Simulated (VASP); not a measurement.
Here is the system:

```yaml
crystal:
  lattice:
    - [3.99627, 0.00000, 0.00000]
    - [0.00000, 3.99627, 0.00000]
    - [0.00000, 0.00000, 3.99627]
  atoms:
    - { symbol: Si, position: [0.00000, 0.00000, 0.00000] }
    - { symbol: Nb, position: [0.00000, 0.50000, 0.50000] }
    - { symbol: Nb, position: [0.50000, 0.00000, 0.50000] }
    - { symbol: Nb, position: [0.50000, 0.50000, 0.00000] }
```

All values below come from LDA (Ceperley-Alder, Perdew-Zunger), VASP's LDA PAW potentials (set 64) (plane waves; VASP 6.6.1). Numerical set-up: 400 eV cut-off, 9×9×9 Γ-centred mesh, tetrahedra with Blöchl corrections, potentials Si Nb_sv.

The cores are frozen, which limits the accuracy of field gradients.

Question: Give the principal components of the electric field gradient (V/Å²) and the asymmetry η at each nucleus.

Answer: 
| atom | Vxx | Vyy | Vzz | η |
|---|---|---|---|---|
| Si1 | 0.0 | 0.0 | 0.0 | - |
| Nb2 | 22.6 | 22.6 | -45.2 | 0.00 |
| Nb3 | 22.6 | 22.6 | -45.2 | 0.00 |
| Nb4 | 22.6 | 22.6 | -45.2 | 0.00 |

The structure comes from a measured Nb3Si entry (Pm-3m) of the Crystallography Open Database, whose conditions weren't checked. It was relaxed first, which changed the volume by -15 %.
